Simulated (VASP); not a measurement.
# ZnGa3Bi (Pm-3m) in VASP: reference runs

Reference runs on ZnGa3Bi: the cell as given.

Everything below comes from runs of VASP 6.6.1. Logs are shortened: lines on timing, memory, paths and dates and some standing lists are left out, and cuts for length are marked.

### 1 The structure

It takes space group Pm-3m (No. 221, cubic). Conventional cell: a = 4.711 Å, b = 4.711 Å, c = 4.711 Å, α = 90.00°, β = 90.00°, γ = 90.00°. Around Zn (site symmetry m-3m) lie 6 Ga at 2.36 Å. Ga (site symmetry 4/mmm) is surrounded by 2 Zn at 2.36 Å. Around Bi (site symmetry m-3m) lie 12 Ga at 3.33 Å.

The cell was built by a generator and needn't be a form met in nature.

### 2 Single point, PBE

INCAR

```
  PREC = Accurate
  ENCUT = 520
  EDIFF = 1E-7
  ISMEAR = -1
  SIGMA = 0.05
  LREAL = False
  LASPH = True
  NELM = 60
  ALGO = Normal
  ISIF = 2
  LWAVE = False
  LCHARG = True
  GGA = PE
  LELF = True
  LVHAR = True
  NBANDS = 41
```

KPOINTS

```
Automatic mesh
0
Gamma
  6 6 6
```

POSCAR

```
ZnGa3Bi
1.0
    4.7113867100      0.0000000000      0.0000000000
    0.0000000000      4.7113867100      0.0000000000
    0.0000000000      0.0000000000      4.7113867100
Zn Ga Bi
1 3 1
Direct
    0.5000000000      0.5000000000      0.5000000000
    0.5000000000      0.5000000000      0.0000000000
    0.0000000000      0.5000000000      0.5000000000
    0.5000000000      0.0000000000      0.5000000000
    0.0000000000      0.0000000000      0.0000000000
```

Potentials or basis: VASP PAW PBE potentials, release 64 (Zn, Ga_d, Bi_d).

Started as:

```bash
cat potpaw_PBE.64/Zn/POTCAR potpaw_PBE.64/Ga_d/POTCAR potpaw_PBE.64/Bi_d/POTCAR > POTCAR
mpirun -np 1 vasp_std > vasp.out
```

OUTCAR:

```text
PREC = Accurate
   ENCUT = 520
   EDIFF = 1E-7
   ISMEAR = -1
   LREAL = False
   LASPH = True
   NELM = 60
   ISIF = 2
   GGA = PE

 ion  position               nearest neighbor table
   1  0.500  0.500  0.500-   2 2.36   3 2.36   4 2.36   2 2.36   4 2.36   3 2.36
   2  0.500  0.500  0.000-   1 2.36   1 2.36   5 3.33   5 3.33   5 3.33   5 3.33
   3  0.000  0.500  0.500-   1 2.36   1 2.36   5 3.33   5 3.33   5 3.33   5 3.33
   4  0.500  0.000  0.500-   1 2.36   1 2.36   5 3.33   5 3.33   5 3.33   5 3.33
   5  0.000  0.000  0.000-   2 3.33   3 3.33   4 3.33   3 3.33   4 3.33   2 3.33   3 3.33   3 3.33
                             2 3.33   4 3.33   4 3.33   2 3.33

  LATTYP: Found a simple cubic cell.
 ALAT       =     4.7113867100

  Lattice vectors:

 A1 = (   4.7113867100,   0.0000000000,   0.0000000000)
 A2 = (   0.0000000000,   4.7113867100,   0.0000000000)
 A3 = (   0.0000000000,   0.0000000000,   4.7113867100)

Analysis of symmetry for initial positions (statically):
=====================================================================
 Subroutine PRICEL returns:
 Original cell was already a primitive cell.

 Routine SETGRP: Setting up the symmetry group for a
 simple cubic supercell.

 Subroutine GETGRP returns: Found 48 space group operations
 (whereof 48 operations were pure point group operations)
 out of a pool of 48 trial point group operations.

The static configuration has the point symmetry O_h .

Analysis of symmetry for dynamics (positions and initial velocities):
=====================================================================
 Subroutine PRICEL returns:
 Original cell was already a primitive cell.

 Routine SETGRP: Setting up the symmetry group for a
 simple cubic supercell.

 Subroutine GETGRP returns: Found 48 space group operations
 (whereof 48 operations were pure point group operations)
 out of a pool of 48 trial point group operations.

The dynamic configuration has the point symmetry O_h .

 Subroutine INISYM returns: Found 48 space group operations
 (whereof 48 operations are pure point group operations),
 and found     1 'primitive' translations

----------------------------------------------------------------------------------------

                                     Primitive cell

  volume of cell :     104.5794

  direct lattice vectors                    reciprocal lattice vectors
[... 89 lines left out ...]
   LREAL  =      F    real-space projection
   EDIFFG = 0.1E-05   stopping-criterion for IOM
   NSW    =      0    number of steps for IOM
   IBRION =     -1    ionic relax: 0-MD 1-quasi-New 2-CG
   NFREE  =      0    steps in history (QN), initial steepest desc. (CG)
   ISIF   =      2    stress and relaxation
   ISYM   =      2    0-nonsym 1-usesym 2-fastsym
   POTIM  = 0.5000    time-step for ionic-motion
   TEBEG  =    0.0;   TEEND  =   0.0 temperature during run
   PSTRESS=    0.0 pullay stress
   NELECT =      66.0000    total number of electrons
   NUPDOWN=      -1.0000    fix difference up-down
   EMIN   =  10.00;   EMAX   =-10.00  energy-range for DOS
   EFERMI =   0.00;   METHOD = LEGACY
   ISMEAR =    -1;   SIGMA  =   0.05  broadening in eV -4-tet -1-fermi 0-gaus
   EFERMI_NEDOS =   21; number of points for ismear=-14 and -15
   IALGO  =     38    algorithm
   IMIX   =      4    mixing-type and parameters
     AMIX     =   0.40;   BMIX     =  1.00
     AMIX_MAG =   1.60;   BMIX_MAG =  1.00
  volume/ion in A,a.u.               =      20.92       141.15
  Fermi-wavevector in a.u.,A,eV,Ry     =   1.404238  2.653625 26.829116  1.971884
  Thomas-Fermi vector in A             =   2.526820
   LORBIT       =      0    0 simple, 1 ext, 2 COOP (PROOUT), +10 PAW based schemes
   GGA     = PE    functional components
   LHFCALC =     F    Hartree Fock is set to
   AEXX    =    0.0000 exact exchange contribution
   IVDW    =     0    specifies the selected vdW correction
   LEPSILON=     F    determine dielectric tensor
   LRPA    =     F    only Hartree local field effects (RPA)
 non-spin polarized calculation
  energy-cutoff  :      520.00
  volume of cell :      104.58
 maximum number of plane-waves:      2849
 NGX is ok and might be reduce to    36
   NGX = 17   NGY = 17   NGZ = 17

 number of electron      65.9999951 magnetization

 Free energy of the ion-electron system (eV)
  ---------------------------------------------------
  ext. energy  EPLUGINS =         0.00000000
  ---------------------------------------------------
  free energy    TOTEN  =       -12.28011110 eV

  energy without entropy =      -12.25897820  energy(sigma->0) =      -12.26954465

 E-fermi :   5.6581     XC(G=0): -10.7139

 val. band max:        5.6149578956   @ k =   0.5000   0.1667   0.1667
 cond. band min:       5.6650818181   @ k =   0.3333   0.3333   0.1667
 fundamental gap:      0.0501239225
 Fermi energy:         5.6580559193

 k-point     1 :       0.0000    0.0000    0.0000
  band No.  band energies     occupation
      1     -16.7804      2.00000
      2     -16.7804      2.00000
      3     -16.7779      2.00000
      4     -16.7779      2.00000
      5     -16.7779      2.00000
      6      -9.6361      2.00000
[... 869 lines left out ...]
     40      12.2865      0.00000
     41      12.2865      0.00000

------------------------ aborting loop because EDIFF is reached ----------------------------------------

  FORCE on cell =-STRESS in cart. coord.  units (eV):
  Direction    XX          YY          ZZ          XY          YZ          ZX
  --------------------------------------------------------------------------------------
  -------------------------------------------------------------------------------------
  Total        5.2472402      5.2472402      5.2472402      0.0000000     -0.0000000      0.0000000
  in kB       80.3887488     80.3887488     80.3887488      0.0000000     -0.0000000      0.0000000
  external PRESSURE =      80.3887488 kB  Pullay stress =       0.0000000 kB

 VOLUME and BASIS-vectors are now :
 -----------------------------------------------------------------------------
  energy-cutoff  :      520.00
  volume of cell :      104.58
      direct lattice vectors                 reciprocal lattice vectors
     4.711386710  0.000000000  0.000000000     0.212251734  0.000000000  0.000000000
     0.000000000  4.711386710  0.000000000     0.000000000  0.212251734  0.000000000
     0.000000000  0.000000000  4.711386710     0.000000000  0.000000000  0.212251734

 POSITION                                       TOTAL-FORCE (eV/Angst)
 -----------------------------------------------------------------------------------
      2.35569      2.35569      2.35569         0.000000      0.000000      0.000000
      2.35569      2.35569      0.00000         0.000000      0.000000      0.000000
      0.00000      2.35569      2.35569         0.000000      0.000000      0.000000
      2.35569      0.00000      2.35569         0.000000      0.000000      0.000000
      0.00000      0.00000      0.00000         0.000000      0.000000      0.000000
 -----------------------------------------------------------------------------------
    total drift:                                0.000000      0.000000      0.000000

  FREE ENERGIE OF THE ION-ELECTRON SYSTEM (eV)
  ---------------------------------------------------
  free  energy   TOTEN  =       -12.2801111048 eV

  energy  without entropy=      -12.2589781999  energy(sigma->0) =      -12.26954465
```

It took 1.9 min on 1 thread of AMD EPYC 7R43 (Zen 3), shared host; peak memory 0.21 GiB.

What came out:

* Free energy: -12.2801 eV
* Pressure: 8.0 GPa
* Band gap on the k mesh: none (metal or under the smearing width)

Caveat: spin-orbit coupling is left out, which moves the levels of the heavy elements.
